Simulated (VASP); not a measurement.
The input files of a VASP run:

**INCAR**
```
# general
SYSTEM  = ZnO
PREC    = Accurate
ENCUT   = 480
LREAL   = F   # projection in real space or not
LASPH   = T   # aspherical one-centre terms

# electronic loop
EDIFF   = 1E-6   # SCF stop (eV)
NELM    = 100
ALGO    = Normal   # blocked Davidson
LMAXMIX = 4   # l cut-off of mixed one-centre charges

# smearing
ISMEAR  = 0
SIGMA   = 0.05   # width (eV)

# functional
GGA     = PE   # PBE

# ions
IBRION  = 2   # conjugate gradients
NSW     = 60   # most ionic steps
ISIF    = 3   # ions, shape and volume
EDIFFG  = -0.02   # ionic stop

# output
LWAVE   = F
LCHARG  = F
```

### POSCAR
```
ZnO
1
    1.6454688832    -2.8500361622     0.0000000000
    1.6454688832     2.8500361622    -0.0000000000
    0.0000000000     0.0000000000     5.2763080583
Zn O
2 2
Direct
  0.6666670000   0.3333330000   0.5002389127
  0.3333330000   0.6666670000   0.0002389127
  0.6666670000   0.3333330000   0.8817610873
  0.3333330000   0.6666670000   0.3817610873
```

KPOINTS:
```
Regular mesh
0
gamma
7 7 4
0 0 0
```

POTCAR, in this order: Zn O (PBE.64 set). Program: vasp_std.

### Question
Write an equivalent input for Quantum ESPRESSO's pw.x.

### Answer
One equivalent input (not run):
```
&CONTROL
  calculation = 'vc-relax'
  pseudo_dir = './pseudo'
  outdir = './out'
  tprnfor = .true.
  tstress = .true.
  nstep = 60
  forc_conv_thr = 0.00078
/
&SYSTEM
  ibrav = 0
  nat = 4
  ntyp = 2
  ecutwfc = 84
  occupations = 'smearing'
  smearing = 'gaussian'
  degauss = 0.003675
  input_dft = 'pbe'
/
&ELECTRONS
  conv_thr = 7.3e-08
  electron_maxstep = 100
/
&IONS
/
&CELL
/
ATOMIC_SPECIES
  Zn 65.380 Zn.upf
  O 15.999 O.upf
CELL_PARAMETERS angstrom
     1.6454689   -2.8500362    0.0000000
     1.6454689    2.8500362   -0.0000000
     0.0000000    0.0000000    5.2763081
ATOMIC_POSITIONS crystal
  Zn   0.6666670  0.3333330  0.5002389
  Zn   0.3333330  0.6666670  0.0002389
  O    0.6666670  0.3333330  0.8817611
  O    0.3333330  0.6666670  0.3817611
K_POINTS automatic
  7 7 4 0 0 0
```
Limits of the translation: the potentials are each code's own (VASP's PAW set, PseudoDojo norm-conserving files in pw.x), so ENCUT and ecutwfc are chosen apart and not converted; conv_thr bounds pw.x's estimated SCF error, while EDIFF bounds the energy change between steps; forc_conv_thr acts on force components and is met together with etot_conv_thr.

The compound is ZnO in the wurtzite structure. This run relaxes it. Symmetry was kept, so distortions that lower it aren't found. The start is the result of an earlier pass.
